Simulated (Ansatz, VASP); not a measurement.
**Cross-check of TaSb between VASP and Ansatz**

Aim: how closely do two programs agree when they are given the same cell, functional and k mesh? The cell is generated by rule, not measured, and may not be a known phase. Of the first pair: The two relaxations start from unlike cells of this crystal (the structure described is Ansatz's start), so only their ends are compared.

Program: Ansatz 0.2.0. Level of theory: plane waves, with VASP 6.6.1 beside it; PBEsol. Results are calculated unless marked as measured.

### 1. The starting structure

Symmetry: P-6m2, No. 187, hexagonal system. Conventional cell: a = 3.239 Å, b = 3.239 Å, c = 3.178 Å, α = 90.00°, β = 90.00°, γ = 120.00°. Ta has 6 Sb at 2.45 Å nearest. Nearest to Sb lie 6 Ta at 2.45 Å. Farther neighbours are not listed.

Structure file:

```xyz
2
Lattice="3.2390 0.0000 0.0000 -1.6195 2.8051 0.0000 0.0000 0.0000 3.1784" Properties=species:S:1:pos:R:3 pbc="T T T"
Ta    0.0000    1.8700    1.5892
Sb    0.0000    0.0000    0.0000
```

### 2. VASP: relaxation of cell and atoms, PBEsol, pair 1

The relaxed volume is the usual yardstick between codes: in a stiff, nearly cubic crystal its relative difference is about their pressure difference at one cell divided by the bulk modulus.

Lines of VASP's logs that name or quote its potential files are left out, and so is its time.

Input file INCAR:

```
SYSTEM = TaSb
PREC = Accurate
ENCUT = 500
EDIFF = 1E-07
NELM = 120
ISMEAR = 0
SIGMA = 0.1
LREAL = .FALSE.
ALGO = Normal
GGA = PS
NBANDS = 14
LASPH = .TRUE.
LORBIT = 11
LWAVE = .FALSE.
LCHARG = .FALSE.
ISIF = 3
IBRION = 2
NSW = 80
EDIFFG = -0.005
GGA_COMPAT = .FALSE.
NELMIN = 4
KPAR = 2
```

Input file POSCAR:

```
TaSb
1.0
    3.5455499128      0.0000000000      0.0000000000
   -1.7727749564      3.0705362759      0.0000000000
    0.0000000000      0.0000000000      3.7746403749
Ta Sb
1 1
Direct
    0.3333333927      0.6666667855      0.5000000000
    0.0000000594      0.0000001188      0.0000000000
```

Input file KPOINTS:

```
Automatic mesh
0
Gamma
9 9 6
0 0 0
```

The projector-augmented-wave data sets are Ta_pv and Sb (PBE family, release 64).

Command:

```bash
$ mpirun -np 2 vasp_std
```

Numbers of over 12 decimals in the logs are rounded to 6 here.

Output:

```text
[banner, memory and clock lines left out]
running    2 mpi-ranks, on    1 nodes
 distrk:  each k-point on    1 cores,    2 groups
 distr:  one band on    1 cores,    1 groups

 POSCAR found type information on POSCAR TaSb
 POSCAR found :  2 types and       2 ions
|                                                                             |
|               ----> ADVICE to this user running VASP <----                  |
|                                                                             |
|     You enforced a specific xc type in the INCAR file but a different       |
|     [... a line on the potential file left out ...]
|     I HOPE YOU KNOW WHAT YOU ARE DOING!                                     |
|                                                                             |

 LDA part: xc-table for (Slater+PW92), standard interpolation
 POSCAR, INCAR and KPOINTS ok, starting setup
 FFT: planning ... GRIDC
 FFT: planning ... GRID_SOFT
 FFT: planning ... GRID
 WAVECAR not read
 entering main loop
       N       E                     dE             d eps       ncg     rms          rms(c)
DAV:   1     0.890020032869E+02    0.89002E+02   -0.76677E+03  1352   0.991E+02
DAV:   2    -0.151500391044E+02   -0.10415E+03   -0.99207E+02  1740   0.266E+02
DAV:   3    -0.178102673623E+02   -0.26602E+01   -0.26123E+01  1608   0.397E+01
DAV:   4    -0.178362481040E+02   -0.25981E-01   -0.25974E-01  1554   0.446E+00
DAV:   5    -0.178366941073E+02   -0.44600E-03   -0.44600E-03  1608   0.593E-01    0.130E+01
DAV:   6    -0.171437701247E+02    0.69292E+00   -0.12142E+00  1452   0.968E+00    0.534E+00
DAV:   7    -0.170926605822E+02    0.51110E-01   -0.12591E-01  1674   0.275E+00    0.225E+00
DAV:   8    -0.170815691786E+02    0.11091E-01   -0.15216E-02  1398   0.736E-01    0.141E-01
DAV:   9    -0.170813345203E+02    0.23466E-03   -0.12627E-03  1542   0.241E-01    0.761E-02
DAV:  10    -0.170813036501E+02    0.30870E-04   -0.12067E-04  1614   0.109E-01    0.190E-02
DAV:  11    -0.170813032601E+02    0.38996E-06   -0.68465E-06  1452   0.236E-02    0.807E-03
DAV:  12    -0.170813026122E+02    0.64794E-06   -0.86953E-07  1608   0.734E-03    0.187E-03
DAV:  13    -0.170813024391E+02    0.17303E-06   -0.30734E-08   762   0.141E-03    0.367E-04
DAV:  14    -0.170813023563E+02    0.82885E-07   -0.64287E-09   714   0.804E-04
   1 F= -.17081302E+02 E0= -.17079914E+02  d E =-.170813E+02
 curvature:   0.00 expect dE= 0.000E+00 dE for cont linesearch  0.000E+00
 trial: gam= 0.00000 g(F)=  0.623E-42 g(S)=  0.160E-04 ort = 0.000E+00 (trialstep = 0.100E+01)
 search vector abs. value=  0.160E-04
 bond charge predicted
       N       E                     dE             d eps       ncg     rms          rms(c)
DAV:   1    -0.170813775855E+02   -0.75146E-04   -0.22825E-03  1434   0.511E-01    0.738E-02
DAV:   2    -0.170813074614E+02    0.70124E-04   -0.12679E-04  1434   0.114E-01    0.213E-02
DAV:   3    -0.170812970517E+02    0.10410E-04   -0.14815E-05  1482   0.325E-02    0.780E-03
DAV:   4    -0.170812944998E+02    0.25519E-05   -0.44320E-06  1554   0.176E-02    0.360E-03
DAV:   5    -0.170812943113E+02    0.18847E-06   -0.13198E-07  1320   0.339E-03    0.188E-03
DAV:   6    -0.170812941871E+02    0.12418E-06   -0.25272E-08   684   0.144E-03    0.255E-04
DAV:   7    -0.170812941804E+02    0.67562E-08   -0.48553E-09   672   0.645E-04
   2 F= -.17081294E+02 E0= -.17079914E+02  d E =0.817590E-05
 trial-energy change:    0.000008  1 .order    0.000007   -0.000016    0.000030
 step:   0.3136(harm=  0.3491)  dis= 0.00000  next Energy=   -17.081305 (dE=-0.247E-05)
 bond charge predicted
       N       E                     dE             d eps       ncg     rms          rms(c)
DAV:   1    -0.170813422401E+02   -0.48053E-04   -0.10747E-03  1434   0.351E-01    0.506E-02
DAV:   2    -0.170813095947E+02    0.32645E-04   -0.59422E-05  1434   0.780E-02    0.146E-02
DAV:   3    -0.170813050810E+02    0.45136E-05   -0.70133E-06  1494   0.224E-02    0.533E-03
DAV:   4    -0.170813044755E+02    0.60549E-06   -0.20660E-06  1536   0.120E-02    0.246E-03
DAV:   5    -0.170813046347E+02   -0.15919E-06   -0.60027E-08   996   0.233E-03    0.126E-03
DAV:   6    -0.170813047294E+02   -0.94680E-07   -0.12972E-08   672   0.109E-03
   3 F= -.17081305E+02 E0= -.17079919E+02  d E =-.237312E-05
 curvature:  -0.17 expect dE=-0.577E-07 dE for cont linesearch -0.221E-07
 trial: gam=-0.06844 g(F)=  0.997E-42 g(S)=  0.331E-06 ort = 0.143E-05 (trialstep = 0.863E+00)
 search vector abs. value=  0.211E-06
 reached required accuracy - stopping structural energy minimisation
```

Parts of OUTCAR (step 2):

```text
ion  position               nearest neighbor table
   1  0.333  0.667  0.500-   2 2.78   2 2.78   2 2.78   2 2.78   2 2.78   2 2.78
   2  0.000  0.000  0.000-   1 2.78   1 2.78   1 2.78   1 2.78   1 2.78   1 2.78

  LATTYP: Found a hexagonal cell.
 ALAT       =     3.5455499128
 C/A-ratio  =     1.0646135205

 Subroutine GETGRP returns: Found 12 space group operations
 (whereof 12 operations were pure point group operations)

The static configuration has the point symmetry D_3h.

 Found     48 irreducible k-points:

   k-points           NKPTS =     48   k-points in BZ     NKDIM =     48   number of bands    NBANDS=     14

   dimension x,y,z NGX =    28 NGY =   28 NGZ =   28
   dimension x,y,z NGXF=    56 NGYF=   56 NGZF=   56

   ENCUT  =  500.0 eV  36.75 Ry    6.06 a.u.   6.46  6.46  6.88*2*pi/ulx,y,z

   NELECT =      16.0000    total number of electrons

 k-points in reciprocal lattice and weights: Automatic mesh
   0.00000000  0.00000000  0.00000000       0.002
   0.11111111 -0.00000000  0.00000000       0.012
   0.22222222 -0.00000000  0.00000000       0.012
   0.33333333  0.00000000  0.00000000       0.012
   0.44444444 -0.00000000  0.00000000       0.012
   0.11111111  0.11111111  0.00000000       0.012
   0.22222222  0.11111111  0.00000000       0.025
   0.33333333  0.11111111  0.00000000       0.025
   0.44444444  0.11111111  0.00000000       0.012
[...]
0.33333333  0.22222222  0.50000000       0.025
   0.33333333  0.33333333  0.50000000       0.004

 average (electrostatic) potential at core
       1 -34.5634       2 -83.8030

 E-fermi :   8.3256

 k-point     1 :       0.0000    0.0000    0.0000
  band No.  band energies     occupation
    ...
      4      -4.3099      2.00000
      5       5.5687      2.00000
      6       6.7623      2.00000
      7       6.7623      2.00000
      8       7.3677      2.00000
      9       9.4443      0.00000
     10       9.4443      0.00000
     11      13.3251      0.00000
     12      13.3251      0.00000
     13      13.3513      0.00000
    ...

 k-point     2 :       0.1111   -0.0000    0.0000
  band No.  band energies     occupation
    ...
      4      -4.0980      2.00000
      5       5.6388      2.00000
      6       6.3232      2.00000
      7       6.8984      2.00000
      8       6.9169      2.00000
      9       9.3958      0.00000
     10      10.1270      0.00000
     11      11.7529      0.00000
     12      12.8121      0.00000
     13      14.4228      0.00000
    ...

 k-point     3 :       0.2222   -0.0000    0.0000
  band No.  band energies     occupation
    ...
      4      -3.4879      2.00000
      5       4.8203      2.00000
      6       6.2049      2.00000
      7       6.2352      2.00000
      8       7.3292      2.00000
      9       9.2774      0.00000
     10      10.3934      0.00000
     11      11.3718      0.00000
     12      11.9308      0.00000
     13      14.3951      0.00000
    ...

  Total       -0.0007024     -0.0007024      0.0035702      0.0000000      0.0000000      0.0000000
  in kB       -0.0273783     -0.0273783      0.1391507      0.0000000      0.0000000      0.0000000
  external PRESSURE =       0.0281313 kB  Pullay stress =       0.0000000 kB

  energy-cutoff  :      500.00
  volume of cell :       41.11
      direct lattice vectors                 reciprocal lattice vectors
     3.545838148 -0.000000000  0.000000000     0.282020769  0.162824768  0.000000000
    -1.772919074  3.070785895 -0.000000000     0.000000000  0.325649535  0.000000000
     0.000000000 -0.000000000  3.775233932     0.000000000  0.000000000  0.264884248

 POSITION                                       TOTAL-FORCE (eV/Angst)
 -----------------------------------------------------------------------------------
     -0.00000      2.04719      1.88762        -0.000000      0.000000      0.000000
     -0.00000      0.00000     -0.00000         0.000000     -0.000000      0.000000
 -----------------------------------------------------------------------------------
    total drift:                                0.000000     -0.000162     -0.000000

  FREE ENERGIE OF THE ION-ELECTRON SYSTEM (eV)
  ---------------------------------------------------
  free  energy   TOTEN  =       -17.0813047294 eV

  energy  without entropy=      -17.0785335372  energy(sigma->0) =      -17.07991913

 reached required accuracy - stopping structural energy minimisation

 total charge
# of ion       s       p       d       tot
------------------------------------------
    1        0.268   6.126   2.410   8.805
    2        1.097   1.446   0.076   2.619
--------------------------------------------------
tot          1.365   7.572   2.486  11.423

[... 3 further parts left out ...]
```

CONTCAR:

```
TaSb
   1.00000000000000
     3.5458381483376566   -0.0000000000000000    0.0000000000000000
    -1.7729190741688283    3.0707858951932576   -0.0000000000000000
     0.0000000000000000   -0.0000000000000000    3.7752339316766945
  Ta              Sb
     1     1
Direct
     0.3333333926999984    0.6666667854999986    0.5000000000000000
     0.0000000594000014    0.0000001188000027    0.0000000000000000
```

### 3. Ansatz: relaxation of cell and atoms, PBEsol, pair 1

Ansatz runs on its default PAW (the set named soft_2) files.

Its own start cell and the same functional, mesh and smearing now go to Ansatz, which takes its cutoff from its data sets.

Input file input.yaml:

```yaml
crystal:
  lattice:
    - [3.239, 0.0, 0.0]
    - [-1.6195, 2.80506, 0.0]
    - [0.0, 0.0, 3.17837]
  atoms:
    - { symbol: Ta, position: [0.3333333333, 0.6666666667, 0.5] }
    - { symbol: Sb, position: [0.0, 0.0, 0.0] }
kpoints:
  mp_grid: { grid: [9, 9, 6] }
hamiltonian:
  xc: pbesol
scf:
  occupations: { method: gaussian, width: 0.1 }
output:
  forces: true
  stress: true
  eigenvalues: true
relax:
  adjacent_minimum: "off"
  f_tol: 0.05
  max_steps: 80
  cell: { stress_tol: 0.5 }
```

Command:

```bash
$ ansatz run input.yaml --threads 8 --pin off --max-ram 14336MiB --backend cpu --events-out ev --progress --plain --runs-dir out
```

Output:

```text
The last accepted step is kept in <dir> (removed where the run ends without a failure and the disk answers)
Engine: ansatz 0.2.0, x86_64-unknown-linux-gnu
Pseudopotentials: kind: paw
Pseudopotential: Ta, paw, valence charge 13, recommended cutoff 420 eV (normal), Ta.paw.azcp
Pseudopotential: Sb, paw, valence charge 15, recommended cutoff 420 eV (normal), Sb.paw.azcp
Functional definition: PBEsol
  exchange = pbesol_x
  correlation = pbesol_c
Crystal: 2 atoms, lattice volume = 28.877 Å³
Basis set: ecut = 420 eV, 575 PW (Γ), exchange–correlation on 48×48×48 points (8 copies of the dense FFT grid, shifted against one another)
Bands: 18, of which v1, the nominal top of the filled ones, is band 14 counted from 1 (13 counted from 0)
Symmetry: 12 space group operations
Space group: P-6m2 (ITA 187), of the structure as read, at distance tolerance 3.1e-5 Å
k-points: 48 of 486 (time reversal used)
Non-local potential: Ta, projectors of the file, l = 0: 3, l = 1: 2, l = 2: 2, l = 3: 1
Non-local potential: Sb, projectors of the file, l = 0: 2, l = 1: 2, l = 2: 2, l = 3: 2
PAW form: soft (Blöchl's): semilocal exchange-correlation on the pseudo side does not see the compensation charge
PAW frozen core: Ta, regenerated for the run's functional, and the local potential with it (the file was generated under x = pbe(κ = 0.804, μ = 0.219515), c = pbe(β = 0.066725))
PAW frozen core: Sb, regenerated for the run's functional, and the local potential with it (the file was generated under x = pbe(κ = 0.804, μ = 0.219515), c = pbe(β = 0.066725))
PAW one-centre angular grid: Ta, 590 points (default); XC on 64 Gauss nodes
PAW one-centre angular grid: Sb, 590 points (default); XC on 64 Gauss nodes
Initial density: superposition of atomic densities (neutral atoms: chi_scale 0, normalization atom), corrected by the library's trained network
Initial wavefunctions: pseudopotential atomic-orbital guess
Functional: x = pbesol(κ = 0.804, μ = 0.123457), c = pbesol(β = 0.046)
SCF iter   1: F=—  HF=-16210.987711 eV  |F-HF|=—  |Δ(HF+E_count)|=         —  Δρ=9.83e-3  dr2=3.36e-2  ethr=1.77e-3  ⟨swp⟩=5.7  Hψ=4536  notcnv=0
preconditioner: auto → none  [metal: Δε(μ)=0.090 eV  Ē_g=25.678 eV  σ=0.100 eV  W_gap=0.40  n_scr=8 (ndim 8)  ℏωp=35.2 eV  f_vac=0.000  D(μ)=0.31/eV (n_scr^D=0)  sad-step TF]
SCF iter   2: F=—  HF=-16210.980530 eV  |F-HF|=—  |Δ(HF+E_count)|=   7.18e-3  Δρ=5.56e-3  dr2=1.11e-2  ethr=1.20e-4  ⟨swp⟩=1.0  Hψ=1248  notcnv=0
SCF iter   3: F=—  HF=-16210.977018 eV  |F-HF|=—  |Δ(HF+E_count)|=   3.51e-3  Δρ=4.73e-4  dr2=5.62e-5  ethr=3.98e-5  ⟨swp⟩=2.0  Hψ=1105  notcnv=0
SCF iter   4: F=—  HF=-16210.976995 eV  |F-HF|=—  |Δ(HF+E_count)|=   2.24e-5  Δρ=1.31e-4  dr2=3.39e-6  ethr=2.01e-7  ⟨swp⟩=2.0  Hψ=1473  notcnv=0
SCF iter   5: F=—  HF=-16210.976995 eV  |F-HF|=—  |Δ(HF+E_count)|=   2.71e-7  Δρ=3.67e-5  dr2=3.51e-7  ethr=1.21e-8  ⟨swp⟩=2.0  Hψ=1345  notcnv=0
SCF iter   6: F=-16210.976995 eV  HF=-16210.976995 eV  |F-HF|=5.78e-10  |Δ(HF+E_count)|=   5.35e-8  Δρ=5.54e-6  dr2=5.34e-9  ethr=3.57e-10  ⟨swp⟩=6.8  Hψ=4118  notcnv=0
SCF 1 converged in 6 iterations: F = -16210.976995 eV  dr2 = 5.34e-9
  greatest PAW one-centre occupation: 1.000 electrons in one spin orbital (limit 2), on the Ta atom at site 0 (counted from 0), in its partial waves of l = 0
relax step   1: F+E_penalty+E_count = -16210.97699533 eV  Δ(F+E_penalty+E_count) = +0.000e0 eV  max|allowed force component| = 3.701e-17 eV/Å  Δτ_max = 0.0000 Å  P = +122.197 GPa  Ω = 28.877 Å³  (6 SCF iters, dr2 threshold 1.00e-7 eV, accepted)
[...]
relax step   7: F+E_penalty+E_count = -16214.56789254 eV  Δ(F+E_penalty+E_count) = -2.420e-2 eV  max|allowed force component| = 9.252e-18 eV/Å  Δτ_max = 0.0000 Å  P = +0.907 GPa  Ω = 40.915 Å³  stress off target by 1.78e0 GPa  SCF on the basis re-selected at this cell (its energy is not comparable with the rows above)  (6 SCF iters)
[...]
relax step   8: F+E_penalty+E_count = -16214.56963476 eV  Δ(F+E_penalty+E_count) = -1.742e-3 eV  max|allowed force component| = 1.388e-17 eV/Å  Δτ_max = 0.0000 Å  P = +0.049 GPa  Ω = 40.997 Å³  energy of the carried Pulay correction = -3.695e-5 eV  (6 SCF iters, dr2 threshold 2.00e-7 eV, accepted)
[...]
relax step   9: F+E_penalty+E_count = -16214.56967974 eV  Δ(F+E_penalty+E_count) = -4.498e-5 eV  max|allowed force component| = 9.252e-18 eV/Å  Δτ_max = 0.0000 Å  P = +0.048 GPa  Ω = 40.997 Å³  stress off target by 1.32e-1 GPa  SCF on the basis re-selected at this cell (its energy is not comparable with the rows above)  (7 SCF iters)
basis re-selected at this cell: Δ(F+E_penalty+E_count) = -4.498e-5 eV, ΔP = -0.001 GPa vs the last step (what re-selecting the basis moved, of the pressure what is left beyond the Pulay correction that the steps carried, after the strain that the cell walked since its last selection, with what the two solves' SCF thresholds leave and, on support functions, any second-order correction that the steps lacked; it is no measure of the basis error at this ecutwfc). The dense FFT grid was sized anew with the basis: this SCF ran on 24×24×27 points, the steps before it on 24×24×25, so part of this shift can come from that change (see relax.cell in the input reference). [rest of the remark cut]
SCF converged after 7 iterations
Free energy (F): -16214.569680 eV
Harris-Foulkes:  -16214.569680 eV  (|F-HF|=1.09e-11)
Internal energy: -16214.567088 eV  (E = F + TS)
E sigma→0 (E₀):  -16214.568384 eV
Entropy (-TS):   -0.002592 eV (-1.296 meV/atom)
Fermi energy:    16.190579 eV
--- Per-component energies (eV) ---
  E_band       = -223.260083
  E_kinetic    = 577.108105
  E_local      = -1935.775042  (includes V_loc(G=0)·N_el)
  E_nonlocal   = 383.834604
  E_hartree    = 834.209146
  E_xc         = -355.712949
  E_vxc        = -302.219904  (∫ρ·V_xc dr)
  E_paw        = -12775.201850  (= ΣΔE_a)
  E_vpaw       = -614.626284  (= ΣTr[D̂ρ^β])
  E_aug_tail   = 0.000145  (compensation charges beyond the density's cutoff)
  E_ewald      = -2943.574752
  E_core_change = 0.545503  (= ΣΔE_core)
  E_smearing   = -0.002592  (= −TS)
  E_closure    = -0.000000  (closes the sum)
  Σ components = -16214.569680   (vs F -16214.569680, Δ=0.00e0)
--- Forces (eV/Å), atoms counted from 1 ---
  atom   1  Ta     0.00000000    -0.00000000    -0.00000000
  atom   2  Sb     0.00000000    -0.00000000     0.00000000
  max |Σ_I F_I| component: 9.25e-17 eV/Å
--- Stress (GPa, compression-positive) ---
        0.132328       0.000000       0.000000
        0.000000       0.132328      -0.000000
        0.000000      -0.000000      -0.121395
  P = ⅓ Tr σ = 0.0478 GPa (0.478 kbar)
--- Band table (eV; the first three rows and the last of 48) ---
  k-point 0: bands = [... 10 lower, 13.4284, 14.6322, 14.6322, 15.1879, 17.3182, 17.3182, 21.1866, 21.1866]
  k-point 1: bands = [... 10 lower, 12.0997, 14.8075, 14.8075, 15.6791, 16.8780, 16.8780, 21.4347, 21.4347]
  k-point 2: bands = [... 10 lower, 9.9554, 15.2138, 15.2138, 16.2411, 16.2411, 16.5814, 20.9972, 20.9972]
  k-point 47: bands = [... 10 lower, 11.0070, 11.7909, 13.1036, 15.3598, 17.5694, 18.3733, 20.0083, 20.7429]
--- Relaxed structure (7 steps of the walk, 7 accepted, 2 SCFs on fresh bases) ---
  F+E_penalty+E_count = -16214.56967974 eV   max|allowed force component| = 9.252e-18 eV/Å   (the final SCF, on the basis selected at the relaxed cell)
  cell:  # Å, volume = 40.9966 Å³
    - [3.539739, 0, 0.0]
    - [-1.769869, 3.065504, 0.0]
    - [0.0, 0.0, 3.778111]
  atoms:
    - { symbol: Ta, position: [0.333333, 0.666667, 0.500000] }
    - { symbol: Sb, position: [0.0, -2.7755575615628914e-17, 0.0] }
```

### 4. Comparison

Known differences besides the potentials themselves: the data sets hold 28 valence electrons in Ansatz (on its default PAW (the set named soft_2) files) and 16 in VASP; the cutoff is 420 eV in Ansatz and 500 eV in VASP; Ansatz makes its cores anew for this functional, VASP keeps those of its PBE data sets; Ansatz adds a Pulay correction to the stress that steers its cell, VASP none. Total energies have different zeros and are not compared.

Both answers:

| quantity | Ansatz | VASP | difference |
| --- | --- | --- | --- |
| volume (Å³) | 41.00 | 41.11 | -0.27 % |
| edge a after relaxation, in the typed setting (Å) | 3.540 | 3.546 | -0.17 % |
| edge c after relaxation, in the typed setting (Å) | 3.778 | 3.775 | +0.08 % |

(Continued in part 2 of 2.)

[Lines on the potential files, build, host, timing and source positions are cut from VASP's logs without a mark.]

[Logs are printed without paths, hosts, clocks, repeated set-up lines and the standing remarks that a program may print on its own settings, such as how far it seeks lower states.]

[Hosts, paths, dates, database ids (printed as entryN), source tags and the programs' standing remarks are cut or masked in the printed files.]
